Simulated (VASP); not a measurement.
# TiO2 (P4_2/mnm) in VASP: settings compared, part 2 of 2

VASP 6.6.1.

## Step 3: Band structure, LDA

The input, INCAR:

```
SYSTEM = TiO2
  ALGO = Fast
  EDIFF = 1E-6
  ENCUT = 520
  ISIF = 2
  ISMEAR = 0
  LASPH = .True.
  LCHARG = .False.
  LMAXMIX = 4
  LREAL = .False.
  LWAVE = .False.
  NELM = 60
  PREC = Accurate
  SIGMA = 0.02
```

The input, KPOINTS:

```
k-points
0
Gamma
  6 6 8
  0 0 0
```

The input, POSCAR:

```
TiO2
1.0
    4.5998373239      0.0000000000      0.0000000000
    0.0000000000      4.5998373239      0.0000000000
    0.0000000000      0.0000000000      2.9592135600
Ti O
2 4
Direct
    0.0000000000      0.0000000000      0.5000000000
    0.5000000000      0.5000000000      0.0000000000
    0.3043213200      0.3043213200      0.5000000000
    0.1956786800      0.8043213200      0.0000000000
    0.8043213200      0.1956786800      0.0000000000
    0.6956786800      0.6956786800      0.5000000000
```

The input, KPOINTS_OPT:

```
path GXMGZRAZ,XR,MA
10
line-mode
reciprocal
 0.0000000000  0.0000000000  0.0000000000  G
 0.0000000000  0.5000000000  0.0000000000  X

 0.0000000000  0.5000000000  0.0000000000  X
 0.5000000000  0.5000000000  0.0000000000  M

 0.5000000000  0.5000000000  0.0000000000  M
 0.0000000000  0.0000000000  0.0000000000  G

 0.0000000000  0.0000000000  0.0000000000  G
 0.0000000000  0.0000000000  0.5000000000  Z

 0.0000000000  0.0000000000  0.5000000000  Z
 0.0000000000  0.5000000000  0.5000000000  R

 0.0000000000  0.5000000000  0.5000000000  R
 0.5000000000  0.5000000000  0.5000000000  A

 0.5000000000  0.5000000000  0.5000000000  A
 0.0000000000  0.0000000000  0.5000000000  Z

 0.0000000000  0.5000000000  0.0000000000  X
 0.0000000000  0.5000000000  0.5000000000  R

 0.5000000000  0.5000000000  0.0000000000  M
 0.5000000000  0.5000000000  0.5000000000  A
```

Potentials or basis: VASP PAW LDA potentials, release 64 (Ti_sv, O).

The run is started by

```bash
$ cat potpaw_LDA.64/Ti_sv/POTCAR potpaw_LDA.64/O/POTCAR > POTCAR
$ mpirun -np 1 vasp_std > vasp.out
```

OUTCAR:

```text
SYSTEM = TiO2
   EDIFF = 1E-6
   ENCUT = 520
   ISIF = 2
   ISMEAR = 0
   LASPH = .True.
   LREAL = .False.
   NELM = 60
   PREC = Accurate

 ion  position               nearest neighbor table
   1  0.000  0.000  0.500-   4 1.95   5 1.95   4 1.95   5 1.95   3 1.98   6 1.98
   2  0.500  0.500  0.000-   3 1.95   6 1.95   3 1.95   6 1.95   5 1.98   4 1.98
   3  0.304  0.304  0.500-   2 1.95   2 1.95   1 1.98
   4  0.196  0.804  0.000-   1 1.95   1 1.95   2 1.98
   5  0.804  0.196  0.000-   1 1.95   1 1.95   2 1.98
   6  0.696  0.696  0.500-   2 1.95   2 1.95   1 1.98

  LATTYP: Found a simple tetragonal cell.
 ALAT       =     4.5998373239
 C/A-ratio  =     0.6433300466

  Lattice vectors:

 A1 = (   4.5998373239,   0.0000000000,   0.0000000000)
 A2 = (   0.0000000000,   4.5998373239,   0.0000000000)
 A3 = (   0.0000000000,   0.0000000000,   2.9592135600)

Analysis of symmetry for initial positions (statically):
=====================================================================
 Subroutine PRICEL returns:
 Original cell was already a primitive cell.

 Routine SETGRP: Setting up the symmetry group for a
 simple tetragonal supercell.

 Subroutine GETGRP returns: Found 16 space group operations
[... 183 lines left out ...]
 Fermi energy:         4.7323526503

 k-point     1 :       0.0000    0.0000    0.0000
  band No.  band energies     occupation
      1     -51.6737      2.00000
      2     -51.6555      2.00000
      3     -28.3794      2.00000
      4     -28.3794      2.00000
      5     -28.2115      2.00000
      6     -28.2115      2.00000
[... 733 lines left out ...]
     27       7.6323      0.00000
     28       7.6392      0.00000

 [... further k-points ...]

------------------------ aborting loop because EDIFF is reached ----------------------------------------

  FORCE on cell =-STRESS in cart. coord.  units (eV):
  Direction    XX          YY          ZZ          XY          YZ          ZX
  --------------------------------------------------------------------------------------
  -------------------------------------------------------------------------------------
  Total       -2.7010760     -2.7010760     -3.7408814     -0.0000000      0.0000000      0.0000000
  in kB      -69.1171984    -69.1171984    -95.7245351     -0.0000000      0.0000000      0.0000000
  external PRESSURE =     -77.9863107 kB  Pullay stress =       0.0000000 kB

 VOLUME and BASIS-vectors are now :
 -----------------------------------------------------------------------------
  energy-cutoff  :      520.00
  volume of cell :       62.61
      direct lattice vectors                 reciprocal lattice vectors
     4.599837324  0.000000000  0.000000000     0.217398993  0.000000000  0.000000000
     0.000000000  4.599837324  0.000000000     0.000000000  0.217398993  0.000000000
     0.000000000  0.000000000  2.959213560     0.000000000  0.000000000  0.337927622

 POSITION                                       TOTAL-FORCE (eV/Angst)
 -----------------------------------------------------------------------------------
      0.00000      0.00000      1.47961        -0.000000      0.000000      0.000000
      2.29992      2.29992      0.00000        -0.000000      0.000000      0.000000
      1.39983      1.39983      1.47961         0.068636      0.068636     -0.000000
      0.90009      3.69975      0.00000        -0.068636      0.068636      0.000000
      3.69975      0.90009      0.00000         0.068636     -0.068636      0.000000
      3.20001      3.20001      1.47961        -0.068636     -0.068636      0.000000
 -----------------------------------------------------------------------------------
    total drift:                                0.000000      0.000000      0.000000

  FREE ENERGIE OF THE ION-ELECTRON SYSTEM (eV)
  ---------------------------------------------------
  free  energy   TOTEN  =       -58.7317389145 eV

  energy  without entropy=      -58.7317389145  energy(sigma->0) =      -58.73173891
```

OSZICAR:

```text
N       E                     dE             d eps       ncg     rms          rms(c)
DAV:   1     0.674512894241E+03    0.67451E+03   -0.25465E+04  2800   0.203E+03
DAV:   2     0.435129498000E+02   -0.63100E+03   -0.61104E+03  3004   0.591E+02
[... 35 lines left out ...]
       N       E                     dE             ncg
DAV:   1     0.216682707532E+05   -0.66942E+05     2240
DAV:   2    -0.872203646705E+03   -0.22540E+05     2304
DAV:   3    -0.466525007535E+04   -0.37930E+04     3684
DAV:   4    -0.494294247281E+04   -0.27769E+03     3152
DAV:   5    -0.495779309185E+04   -0.14851E+02     3172
DAV:   6    -0.495803809197E+04   -0.24500E+00     2924
DAV:   7    -0.495804687914E+04   -0.87872E-02     3164
DAV:   8    -0.495804697875E+04   -0.99618E-04     2980
DAV:   9    -0.495804698188E+04   -0.31232E-05     1880
DAV:  10    -0.495804698216E+04   -0.28186E-06     1576
```

It took 1.9 min on 1 thread of Intel Xeon 6975P-C (Granite Rapids), shared host; peak memory 0.24 GiB.

What came out:

```
Free energy             : -58.7317 eV
Pressure                : -7.8 GPa
Largest force           : 0.097 eV/Å
Band gap on the k mesh  : 1.78 eV, direct
Band gap along the path : 1.75 eV, direct
```

Forces on the atoms (eV/Å):
```
Ti   0.000  0.000  0.000
Ti   0.000  0.000  0.000
O    0.069  0.069  0.000
O   -0.069  0.069  0.000
O    0.069 -0.069  0.000
O   -0.069 -0.069  0.000
```

Levels at the corners of the path, in eV from the valence-band top:
| point | band 21 | band 22 | band 23 | band 24 | band 25 | band 26 | band 27 | band 28 |
| --- | --- | --- | --- | --- | --- | --- | --- | --- |
| Γ | -0.71 | -0.46 | -0.46 | 0.00 | 1.75 | 2.03 | 2.31 | 2.40 |
| X | -1.67 | -1.67 | -0.75 | -0.75 | 2.42 | 2.42 | 2.94 | 2.94 |
| X | -1.67 | -1.67 | -0.75 | -0.75 | 2.42 | 2.42 | 2.94 | 2.94 |
| M | -1.32 | -1.32 | -1.09 | -1.09 | 1.79 | 1.79 | 2.42 | 2.42 |
| M | -1.32 | -1.32 | -1.09 | -1.09 | 1.79 | 1.79 | 2.42 | 2.42 |
| Γ | -0.71 | -0.46 | -0.46 | 0.00 | 1.75 | 2.02 | 2.30 | 2.40 |
| Γ | -0.71 | -0.46 | -0.46 | 0.00 | 1.75 | 2.02 | 2.30 | 2.40 |
| Z | -2.44 | -2.44 | -1.45 | -1.45 | 2.90 | 2.90 | 3.08 | 3.08 |
| Z | -2.44 | -2.44 | -1.45 | -1.45 | 2.90 | 2.90 | 3.08 | 3.08 |
| R | -2.08 | -2.08 | -1.06 | -1.06 | 1.79 | 1.79 | 3.11 | 3.11 |
| R | -2.08 | -2.08 | -1.06 | -1.06 | 1.79 | 1.79 | 3.11 | 3.11 |
| A | -1.32 | -1.32 | -0.68 | -0.68 | 2.50 | 2.50 | 3.12 | 3.13 |
| A | -1.32 | -1.32 | -0.68 | -0.68 | 2.50 | 2.50 | 3.12 | 3.13 |
| Z | -2.44 | -2.44 | -1.45 | -1.45 | 2.90 | 2.90 | 3.08 | 3.08 |
| X | -1.67 | -1.67 | -0.75 | -0.75 | 2.42 | 2.42 | 2.94 | 2.94 |
| R | -2.08 | -2.08 | -1.06 | -1.06 | 1.79 | 1.79 | 3.11 | 3.11 |
| M | -1.32 | -1.32 | -1.09 | -1.09 | 1.79 | 1.79 | 2.42 | 2.42 |
| A | -1.32 | -1.32 | -0.68 | -0.68 | 2.50 | 2.50 | 3.11 | 3.13 |

## Step 4: Band structure, TB-mBJ

POSCAR is that of step 3.

The input, INCAR.step1:

```
SYSTEM = TiO2
  ALGO = Normal
  EDIFF = 1E-5
  ENCUT = 520
  GGA = PE
  ISIF = 2
  ISMEAR = 0
  LASPH = .True.
  LCHARG = .False.
  LMAXMIX = 4
  LREAL = .False.
  LWAVE = .True.
  NELM = 60
  PREC = Accurate
  SIGMA = 0.02
```

The input, INCAR.step2:

```
SYSTEM = TiO2
  ALGO = Normal
  EDIFF = 1E-6
  ENCUT = 520
  ISIF = 2
  ISMEAR = 0
  ISTART = 1
  LASPH = .True.
  LCHARG = .False.
  LMAXMIX = 4
  LREAL = .False.
  LWAVE = .False.
  METAGGA = MBJ
  NELM = 60
  PREC = Accurate
  SIGMA = 0.02
```

KPOINTS is that of step 3.

KPOINTS_OPT is that of step 3.

Potentials or basis: VASP PAW PBE potentials, release 64 (Ti_sv, O).

The run is started by

```bash
$ cat potpaw_PBE.64/Ti_sv/POTCAR potpaw_PBE.64/O/POTCAR > POTCAR
$ cp INCAR.step1 INCAR
$ mpirun -np 1 vasp_std > vasp.out
$ cp INCAR.step2 INCAR
$ mpirun -np 1 vasp_std > vasp.out
```

Run time: 4.6 min. Hardware: 1 thread of Intel Xeon 6975P-C (Granite Rapids), shared host; peak memory 0.27 GiB.

Results (log left out):

```yaml
Band_gap_on_the_k_mesh: 2.71 eV, indirect (least direct gap 2.72 eV)
Band_gap_along_the_path: 2.71 eV, indirect (least direct gap 2.72 eV)
```

Levels at the corners of the path, in eV from the valence-band top:
```tsv
point	band 21	band 22	band 23	band 24	band 25	band 26	band 27	band 28
Γ	-0.86	-0.54	-0.54	0.00	2.72	3.05	3.27	3.28
X	-1.64	-1.64	-0.70	-0.70	3.42	3.42	3.78	3.78
X	-1.64	-1.64	-0.70	-0.70	3.42	3.42	3.78	3.78
M	-1.40	-1.40	-1.12	-1.12	2.71	2.71	3.29	3.29
M	-1.40	-1.40	-1.12	-1.12	2.71	2.71	3.29	3.29
Γ	-0.86	-0.54	-0.54	0.00	2.72	3.04	3.27	3.29
Γ	-0.86	-0.54	-0.54	0.00	2.72	3.04	3.27	3.28
Z	-1.98	-1.98	-1.34	-1.34	3.73	3.73	4.00	4.00
Z	-1.98	-1.98	-1.34	-1.34	3.73	3.73	4.00	4.00
R	-1.82	-1.82	-1.01	-1.01	2.88	2.88	4.01	4.01
R	-1.82	-1.82	-1.01	-1.01	2.88	2.88	4.01	4.01
A	-1.17	-1.17	-0.71	-0.71	3.46	3.46	4.00	4.05
A	-1.17	-1.17	-0.71	-0.71	3.46	3.46	4.00	4.03
Z	-1.98	-1.98	-1.34	-1.34	3.73	3.73	4.00	4.00
X	-1.64	-1.64	-0.70	-0.70	3.42	3.42	3.78	3.78
R	-1.82	-1.82	-1.01	-1.01	2.88	2.88	4.01	4.01
M	-1.40	-1.40	-1.12	-1.12	2.71	2.71	3.29	3.29
A	-1.17	-1.17	-0.71	-0.71	3.46	3.46	4.00	4.05
```

Caveat: the PAW data sets were made with another functional, which shifts forces and pressure a little.

## Step 5: Overview

| level | potentials or basis | further INCAR settings | gap on the mesh (eV) | pressure (GPa) | largest force (eV/Å) |
| --- | --- | --- | --- | --- | --- |
| PBE | VASP PAW PBE potentials, release 64 (Ti_sv, O) | ALGO = Fast; EDIFF = 1e-06 | 1.87 | 4.9 | 0.02 |
| LDA | VASP PAW LDA potentials, release 64 (Ti_sv, O) | ALGO = Fast; EDIFF = 1e-06 | 1.78 | -7.8 | 0.10 |
| TB-mBJ | VASP PAW PBE potentials, release 64 (Ti_sv, O) | ALGO = Normal; EDIFF = 1e-06 | 2.71 | - | - |

Alike in all rows: task band structure; no spin polarisation; cell as given; k mesh 6 × 6 × 8; cutoff (eV) 520; smearing gaussian 0.02 eV.

Caveats: the PAW data sets were made with another functional, which shifts forces and pressure a little (some runs).

Total energies depend on the potentials used, so only differences within one code and one set of settings carry meaning.

## Step 6: Comparison with measurements

Step 2. Measured gap of TiO2: 3.03 eV (direct; 1.6 K; quoted in “Shallow Valence Band of Rutile GeO2 and P-type Doping”, 2020, arxiv:2011.08928). This calculation gives 1.84 eV (-1.19 eV). 2 values of this kind are on record in papers (3.03 to 3.05 eV); this one was drawn at random among those near their median. The value is that of PBE, without temperature or zero-point motion. Semilocal functionals fall short of measured gaps as a rule. The cell is a database's relaxed one, not the measured one, which moves gaps too.

Step 3. Against the measured gap of TiO2, 3.03 eV (direct; 1.6 K; quoted in “Shallow Valence Band of Rutile GeO2 and P-type Doping”, 2020, arxiv:2011.08928), the calculated 1.75 eV is off by -1.28 eV. 2 values of this kind are on record in papers (3.03 to 3.05 eV); this one was drawn at random among those near their median. The value is that of LDA, without temperature or zero-point motion. Semilocal functionals fall short of measured gaps as a rule. The cell is a database's relaxed one, not the measured one, which moves gaps too.

Step 4. Against the measured gap of TiO2, 3.03 eV (direct; 1.6 K; quoted in “Shallow Valence Band of Rutile GeO2 and P-type Doping”, 2020, arxiv:2011.08928), the calculated 2.71 eV is off by -0.32 eV. 2 values of this kind are on record in papers (3.03 to 3.05 eV); this one was drawn at random among those near their median. The value is that of TB-mBJ, without temperature or zero-point motion. The cell is a database's relaxed one, not the measured one, which moves gaps too.
